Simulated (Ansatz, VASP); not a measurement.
# BaAs2Ru2: VASP beside Ansatz, part 2 of 2

One calculation is typed for both programs; each brings its own data sets. How far apart do they land? Of the first pair: The cell is taken from a series of runs on this material, whose earlier steps may have relaxed, scaled, displaced or heated it; both programs get it as it stands.

VASP 6.6.1 and Ansatz 0.2.0.

So far: The starting structure; VASP: relaxation of cell and atoms, PBEsol; Ansatz: relaxation of cell and atoms, PBEsol.

**4. Comparison**

Known differences besides the potentials themselves: the data sets hold 72 valence electrons in Ansatz (on its PAW soft_1 files) and 48 in VASP; the cutoff is 420 eV in Ansatz and 500 eV in VASP; Ansatz makes its cores anew for this functional, VASP keeps those of its PBE data sets; Ansatz adds a Pulay correction to the stress that steers its cell, VASP none. Total energies have different zeros and are not compared.

The two programs side by side:

| quantity | Ansatz | VASP | difference |
| --- | --- | --- | --- |
| volume (Å³) | 103.44 | 104.34 | -0.87 % |
| edge a after relaxation, in the typed setting (Å) | 6.700 | 6.729 | -0.42 % |

**5. VASP: relaxation of cell and atoms, LDA**

The relaxed volume is the usual yardstick between codes: in a stiff, nearly cubic crystal its relative difference is about their pressure difference at one cell divided by the bulk modulus.

The input, INCAR:

```
SYSTEM = BaAs2Ru2
PREC = Accurate
ENCUT = 500
EDIFF = 1E-07
NELM = 120
ISMEAR = 1
SIGMA = 0.2
LREAL = .FALSE.
ALGO = Normal
GGA = PW92
NBANDS = 30
LASPH = .TRUE.
LORBIT = 11
LWAVE = .FALSE.
LCHARG = .FALSE.
ISIF = 3
IBRION = 2
NSW = 80
EDIFFG = -0.005
GGA_COMPAT = .FALSE.
NELMIN = 4
KPAR = 2
```

The input, POSCAR:

```
BaAs2Ru2
1.0
   -2.0612381079      2.0612381079      5.9986496975
    2.0612381079     -2.0612381079      5.9986496975
    2.0612381079      2.0612381079     -5.9986496975
Ba As Ru
1 2 2
Direct
    0.0000000000      0.0000000000      0.0000000000
    0.6482162320      0.6482162320      0.0000000000
    0.3517837680      0.3517837680      0.0000000000
    0.7500000000      0.2500000000      0.5000000000
    0.2500000000      0.7500000000      0.5000000000
```

The input, KPOINTS:

```
Automatic mesh
0
Gamma
12 12 12
0 0 0
```

PAW data sets: Ba_sv, As and Ru_pv (LDA family, release 64).

Started as:

```
$ mpirun -np 2 vasp_std
```

Numbers of over 12 decimals in the logs are rounded to 6 here.

Output:

```text
[banner, memory and clock lines left out]
running    2 mpi-ranks, on    1 nodes
[...]
[... a notice as in an earlier step ...]

 LDA part: xc-table for (Slater(with rela. corr.)+PW92), standard interpolation
 POSCAR, INCAR and KPOINTS ok, starting setup
[...]
entering main loop
       N       E                     dE             d eps       ncg     rms          rms(c)
DAV:   1     0.416385476454E+03    0.41639E+03   -0.25677E+04 10284   0.150E+03
DAV:   2    -0.176634255278E+02   -0.43405E+03   -0.41679E+03 11204   0.395E+02
DAV:   3    -0.384541649689E+02   -0.20791E+02   -0.20108E+02 12872   0.795E+01
DAV:   4    -0.389453105184E+02   -0.49115E+00   -0.48924E+00 12882   0.104E+01
[...]
DAV:  12    -0.378744517595E+02   -0.17334E-05   -0.16340E-05 12126   0.215E-02    0.120E-02
DAV:  13    -0.378744510832E+02    0.67631E-06   -0.41792E-06 11830   0.133E-02    0.226E-03
DAV:  14    -0.378744510967E+02   -0.13478E-07   -0.24927E-07  9656   0.243E-03
   1 F= -.37874451E+02 E0= -.37875465E+02  d E =-.378745E+02
[...]
DAV:   4    -0.378744486087E+02    0.44607E-05   -0.38443E-05 12636   0.309E-02    0.529E-03
DAV:   5    -0.378744485513E+02    0.57401E-07   -0.28227E-06 11420   0.106E-02    0.412E-03
DAV:   6    -0.378744486801E+02   -0.12883E-06   -0.48249E-07 12124   0.332E-03    0.109E-03
DAV:   7    -0.378744486963E+02   -0.16231E-07   -0.45564E-08  6614   0.113E-03
   2 F= -.37874449E+02 E0= -.37875460E+02  d E =0.240031E-05
 trial-energy change:    0.000002  1 .order    0.000002   -0.000013    0.000018
 step:   0.4215(harm=  0.4215)  dis= 0.00001  next Energy=   -37.874454 (dE=-0.283E-05)
[...]
N       E                     dE             d eps       ncg     rms          rms(c)
DAV:   1    -0.378745301160E+02   -0.81436E-04   -0.14435E-03 10374   0.316E-01    0.751E-02
DAV:   2    -0.378744836651E+02    0.46451E-04   -0.56146E-04 10878   0.176E-01    0.346E-02
DAV:   3    -0.378744553049E+02    0.28360E-04   -0.86557E-05 10884   0.672E-02    0.861E-03
DAV:   4    -0.378744538048E+02    0.15001E-05   -0.12865E-05 12588   0.179E-02    0.305E-03
DAV:   5    -0.378744537845E+02    0.20325E-07   -0.93890E-07 10612   0.615E-03
   3 F= -.37874454E+02 E0= -.37875466E+02  d E =-.268781E-05
[...]
reached required accuracy - stopping structural energy minimisation
```

From OUTCAR (step 5):

```text
  Total       -0.0000323     -0.0000323     -0.0104185      0.0000000      0.0000000      0.0000000
  in kB       -0.0005081     -0.0005081     -0.1637001      0.0000000      0.0000000      0.0000000
  external PRESSURE =      -0.0549054 kB  Pullay stress =       0.0000000 kB

 POSITION                                       TOTAL-FORCE (eV/Angst)
 -----------------------------------------------------------------------------------
      0.00000      0.00000      0.00000         0.000000      0.000000      0.000000
      0.00000      0.00000      7.77694         0.000000      0.000000      0.003056
      0.00000      0.00000      4.22052        -0.000000     -0.000000     -0.003056
      0.00000      2.06146      2.99936         0.000000      0.000000      0.000000
      2.06146      0.00000      2.99936         0.000000      0.000000      0.000000
 -----------------------------------------------------------------------------------
    total drift:                               -0.000000      0.000000      0.000000

  FREE ENERGIE OF THE ION-ELECTRON SYSTEM (eV)
  ---------------------------------------------------
  free  energy   TOTEN  =       -37.8744537845 eV

  energy  without entropy=      -37.8774912354  energy(sigma->0) =      -37.87546627

[... 2 parts as in an earlier step ...]

[... 2 further parts left out ...]
[key lines of the parts left out:]
E-fermi :   6.9033
```

**6. Ansatz: relaxation of cell and atoms, LDA**

Its own start cell and the same functional (in two slightly different forms), mesh and smearing now go to Ansatz, which takes its cutoff from its data sets.

The two relaxations start from unlike cells of this crystal, so only their ends are compared.

The input, input.yaml:

```yaml
crystal:
  lattice:
    - [-2.0715798854, 2.0715798854, 6.0258498988]
    - [2.0715798854, -2.0715798854, 6.0258498988]
    - [2.0715798854, 2.0715798854, -6.0258498988]
  atoms:
    - { symbol: Ba, position: [0.0, 0.0, 0.0] }
    - { symbol: As, position: [0.6480473281, 0.6480473281, 0.0] }
    - { symbol: As, position: [0.3519526719, 0.3519526719, 0.0] }
    - { symbol: Ru, position: [0.75, 0.25, 0.5] }
    - { symbol: Ru, position: [0.25, 0.75, 0.5] }
kpoints:
  mp_grid: { grid: [12, 12, 12] }
hamiltonian:
  xc: lda
  pseudopotentials: { kind: paw, azcp: { folder: soft_1 }, xc_functional: pbe }
scf:
  occupations: { method: methfessel_paxton, width: 0.2 }
output:
  forces: true
  stress: true
  eigenvalues: true
relax:
  adjacent_minimum: "off"
  f_tol: 0.001
  max_steps: 60
  cell: { stress_tol: 0.01 }
```

Started as:

```
$ ansatz run input.yaml --threads 16 --pin off --max-ram 61440MiB --backend cuda --events-out ev --progress --plain --runs-dir out --max-vram 78GiB
```

Output:

```text
[...]
Crystal: 5 atoms, lattice volume = 103.438 Å³
Basis set: ecut = 420 eV, 2009 PW (Γ), FFT grids on a1+a3, a2+a3, a3
Bands: 44, of which v1, the nominal top of the filled ones, is band 36 counted from 1 (35 counted from 0)
Symmetry: 16 space group operations
[...]
k-points: 163 of 1728
[...]
cell:  # Å, volume = 100.9225 Å³
    - [-2.057413, 2.057413, 5.960535]
    - [2.057413, -2.057413, 5.960535]
    - [2.057413, 2.057413, -5.960535]
  atoms:
    - { symbol: Ba, position: [0, 0, 0] }
    - { symbol: As, position: [0.647585, 0.647585, 0] }
    - { symbol: As, position: [0.352415, 0.352415, 0] }
    - { symbol: Ru, position: [0.750000, 0.250000, 0.500000] }
    - { symbol: Ru, position: [0.250000, 0.750000, 0.500000] }
[key lines of the parts left out:]
SCF converged after 10 iterations
Free energy (F): -26847.278406 eV
Fermi energy:    14.259122 eV
P = ⅓ Tr σ = -0.0004 GPa (-0.004 kbar)
```

**7. Side by side**

What differs besides the data sets and the points named for the pairs above, as far as they apply: the data sets hold 72 valence electrons in Ansatz (on its PAW soft_1 files) and 48 in VASP; VASP's log shows a relativistic correction to its local exchange, Ansatz's none. Total energies have different zeros and are not compared.

Both answers:

| quantity | Ansatz | VASP | difference |
| --- | --- | --- | --- |
| volume (Å³) | 100.92 | 101.97 | -1.03 % |
| edge a after relaxation, in the typed setting (Å) | 6.633 | 6.670 | -0.55 % |

**8. Results**

- difference in volume (relaxation of cell and atoms, PBEsol): -0.87 %
- difference in volume (relaxation of cell and atoms, LDA): -1.0 %

What this shows: The difference in volume is -1.0 % (relaxation of cell and atoms, LDA), within the 1.2 % picked in this series as the mark of a large difference, as far as the stopping tolerances let one tell. The data sets hold unlike numbers of valence electrons (72 in Ansatz and 48 in VASP), so part of the differences comes from the potentials. Such differences can come from data sets, numerical settings and the points named under the comparisons, not from the functional's error against experiment.

[Lines on the potential files, build, host, timing and source positions are cut from VASP's logs without a mark.]

[Logs are printed without paths, hosts, clocks, repeated set-up lines and the standing remarks that a program may print on its own settings, such as how far it seeks lower states.]

[Hosts, paths, dates, database ids (printed as entryN), source tags and the programs' standing remarks are cut or masked in the printed files.]
